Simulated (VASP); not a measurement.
# GaP (F-43m) in VASP: a series of runs, part 2 of 2

VASP 6.6.1. Earlier steps stand in the parts before.

## Step 3: Born charges and dielectric tensor, LDA

INCAR

```
PREC     = Accurate       # precision mode
ENCUT    = 350            # plane-wave cutoff, eV
EDIFF    = 1E-8           # SCF threshold, eV
ISMEAR   = 0              # smearing method
SIGMA    = 0.02           # smearing width, eV
LREAL    = False          # projectors in reciprocal space
LASPH    = True           # aspherical terms in the spheres
NELM     = 100            # most SCF steps
ALGO     = Normal         # electronic algorithm
ISIF     = 2              # what is computed and relaxed
LWAVE    = False          # write WAVECAR
LCHARG   = False          # write CHGCAR
LEPSILON = True           # dielectric tensor by DFPT
IBRION   = 8              # ionic algorithm
NSW      = 1              # ionic steps
```

KPOINTS

```
Automatic mesh
0
Gamma
  6 6 6
```

POSCAR

```
GaP                                     
1.0
    0.0000000000      2.6954824616      2.6954824616
    2.6954824616      0.0000000000      2.6954824616
    2.6954824616      2.6954824616     -0.0000000000
  Ga              P             
     1     1
Direct
     0.0000000000000000    0.0000000000000000    0.0000000000000000
     0.2500000000000000    0.2500000000000000    0.2500000000000000
```

Potentials or basis: VASP PAW LDA potentials, release 64 (Ga_d, P).

Launch:

```
> cat potpaw_LDA.64/Ga_d/POTCAR potpaw_LDA.64/P/POTCAR > POTCAR
> mpirun -np 1 vasp_std > vasp.out
```

OUTCAR:

```text
PREC = Accurate
   ENCUT = 350
   EDIFF = 1E-8
   ISMEAR = 0
   LREAL = False
   LASPH = True
   NELM = 100
   ISIF = 2
   LEPSILON = True
   IBRION = 8
   NSW = 1

 ion  position               nearest neighbor table
   1  0.000  0.000  0.000-   2 2.33   2 2.33   2 2.33   2 2.33
   2  0.250  0.250  0.250-   1 2.33   1 2.33   1 2.33   1 2.33

  LATTYP: Found a face centered cubic cell.
 ALAT       =     5.3909649232

[... 574 lines left out ...]
      1.347741  1.347741  1.347741     0.318374   -0.769029    0.000000
[... 21 lines left out ...]
   6 f/i=    0.004306 THz     0.027054 2PiTHz    0.143625 cm-1     0.017807 meV
             X         Y         Z           dx          dy          dz
      0.000000  0.000000  0.000000     0.832326    0.000162    0.000788
      1.347741  1.347741  1.347741     0.554286    0.000108    0.000525

--------------------------------------------------------------------------------------------------------

 MACROSCOPIC STATIC DIELECTRIC TENSOR IONIC CONTRIBUTION
 ------------------------------------------------------
           2.253310    -0.000000     0.000000
          -0.000000     2.253310     0.000000
           0.000000     0.000000     2.253310
 ------------------------------------------------------

 ELASTIC MODULI CONTR FROM IONIC RELAXATION (kBar)
 Direction    XX          YY          ZZ          XY          YZ          ZX
 --------------------------------------------------------------------------------
 XX          -0.0000     -0.0000      0.0000     -0.0000      0.0000     -0.0000
 YY          -0.0000     -0.0000     -0.0000     -0.0000     -0.0000     -0.0000
 ZZ           0.0000     -0.0000     -0.0000      0.0000     -0.0000     -0.0000
 XY          -0.0000     -0.0000      0.0000   -229.7220     -0.0000      0.0000
 YZ           0.0000     -0.0000     -0.0000     -0.0000   -229.7220     -0.0000
 ZX          -0.0000     -0.0000     -0.0000      0.0000     -0.0000   -229.7220
 --------------------------------------------------------------------------------

 PIEZOELECTRIC TENSOR IONIC CONTR  for field in x, y, z        (C/m^2)
          XX          YY          ZZ          XY          YZ          ZX
  --------------------------------------------------------------------------------
  x    -0.00000     0.00000     0.00000     0.00000     0.67699    -0.00000
  y     0.00000     0.00000     0.00000    -0.00000     0.00000     0.67699
  z     0.00000     0.00000    -0.00000     0.67699     0.00000     0.00000
```

Wall time 63 s (1 thread of Intel Xeon Platinum 8375C at 2.90GHz (Ice Lake), shared host); peak memory 0.16 GiB.

Results:

```
Band gap on the k mesh                                  : 1.42 eV, indirect (least direct gap 1.91 eV)
Electronic dielectric tensor (diagonal)                 : 13.28
Born charges (mean of the diagonal)                     : Ga +2.27; P -2.27 e
Highest phonon frequency at Γ, LO-TO splitting left out : 365 cm⁻¹
```

Levels at points of the mesh, in eV from the valence-band top:
```csv
k point,band 5,band 6,band 7,band 8,band 9,band 10,band 11,band 12,band 13
"(0.00, 0.00, 0.00)",-14.66,-12.76,0.00,0.00,0.00,1.91,3.78,3.78,3.78
"(0.50, 0.00, 0.00)",-14.65,-10.57,-6.90,-1.18,-1.18,1.61,4.62,4.62,8.10
"(0.50, 0.50, 0.00)",-14.63,-9.60,-7.00,-2.83,-2.83,1.42,1.65,10.70,10.70
```

Phonon frequencies in cm⁻¹ (negative: imaginary):
```
              q point        frequencies
(0.000, 0.000, 0.000)  0 0 0 365 365 365
```

Electronic dielectric tensor:
```
13.28  0.00  0.00
 0.00 13.28  0.00
 0.00  0.00 13.28
```

Born effective charge tensors (e):
atom 1, Ga
```
2.27 0.00 0.00
0.00 2.27 0.00
0.00 0.00 2.27
```
atom 2, P
```
-2.27  0.00  0.00
 0.00 -2.27  0.00
 0.00  0.00 -2.27
```

## Step 4: Comparison with measurements

Step 2. A measured gap of GaP is 2.34 eV (indirect; 10 K; quoted in “Stacking defects in GaP nanowires: Electronic structure and optical properties”, 2018, arxiv:1810.01194); the calculated 1.38 eV misses it by -0.96 eV. Spin-orbit coupling on Ga is left out. The value is that of LDA, without temperature or zero-point motion. Semilocal functionals fall short of measured gaps as a rule.

Step 3. Measured gap of GaP: 2.34 eV (indirect; 10 K; quoted in “Stacking defects in GaP nanowires: Electronic structure and optical properties”, 2018, arxiv:1810.01194). This calculation gives 1.42 eV (-0.92 eV). Spin-orbit coupling on Ga is left out. The value is that of LDA on a finite k mesh, which can miss the band edges, without temperature or zero-point motion. Semilocal functionals fall short of measured gaps as a rule.
